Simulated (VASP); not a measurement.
An input for Quantum ESPRESSO's pw.x (written as the equivalent of a VASP run, and not itself run):

```
&CONTROL
  calculation = 'vc-relax'
  pseudo_dir = './pseudo'
  outdir = './out'
  tprnfor = .true.
  tstress = .true.
  nstep = 60
  forc_conv_thr = 0.00039
/
&SYSTEM
  ibrav = 0
  nat = 2
  ntyp = 2
  ecutwfc = 82
  occupations = 'smearing'
  smearing = 'methfessel-paxton'
  degauss = 0.00735
  input_dft = 'vdw-df2'
/
&ELECTRONS
  conv_thr = 7.3e-08
  electron_maxstep = 100
/
&IONS
/
&CELL
/
ATOMIC_SPECIES
  Hf 178.490 Hf.upf
  C 12.011 C.upf
CELL_PARAMETERS angstrom
     0.0000000    2.3200000    2.3200000
     2.3200000    0.0000000    2.3200000
     2.3200000    2.3200000    0.0000000
ATOMIC_POSITIONS crystal
  Hf   0.0000000  0.0000000  0.0000000
  C    0.5000000  0.5000000  0.5000000
K_POINTS automatic
  12 12 12 0 0 0
```

Question: Translate this input to VASP (INCAR, KPOINTS, POSCAR, choice of POTCAR).

Answer: This is not unique; one that fits is 
**INCAR**
```
! general
SYSTEM  =HfC
PREC    =Accurate
ENCUT   =520   ! plane-wave cut-off (eV)
LREAL   =.FALSE.
LASPH   =.TRUE.   ! aspherical one-centre terms

! electronic loop
EDIFF   =1E-6   ! SCF stop (eV)
NELM    =100   ! most electronic steps
ALGO    =Normal   ! blocked Davidson
LMAXMIX =6   ! l cut-off of mixed one-centre charges

! smearing
ISMEAR  =1   ! Methfessel-Paxton
SIGMA   =0.1

! functional
GGA     =ML
LUSE_VDW=.TRUE.
AGGAC   =0.0
ZAB_VDW =-1.8867

! ions
IBRION  =2   ! conjugate gradients
NSW     =60   ! most ionic steps
ISIF    =3   ! ions, shape and volume
EDIFFG  =-0.01

! output
LWAVE   =.FALSE.
LCHARG  =.FALSE.
```

**KPOINTS**
```
Automatic mesh
0
Gamma
12 12 12
0 0 0
```

File POSCAR:
```
HfC
1
    0.0000000000     2.3200000000     2.3200000000
    2.3200000000     0.0000000000     2.3200000000
    2.3200000000     2.3200000000     0.0000000000
Hf C
1 1
Direct
  0.0000000000   0.0000000000   0.0000000000
  0.5000000000   0.5000000000   0.5000000000
```

POTCAR, in this order: Hf_pv C (PBE.64 set). Program: vasp_std.

Limits of the translation: the potentials are each code's own (VASP's PAW set, PseudoDojo norm-conserving files in pw.x), so ENCUT and ecutwfc are chosen apart and not converted; conv_thr bounds pw.x's estimated SCF error, while EDIFF bounds the energy change between steps; forc_conv_thr acts on force components and is met together with etot_conv_thr.

The compound is HfC in the rock salt structure. This run relaxes it. Symmetry was kept, so distortions that lower it aren't found.
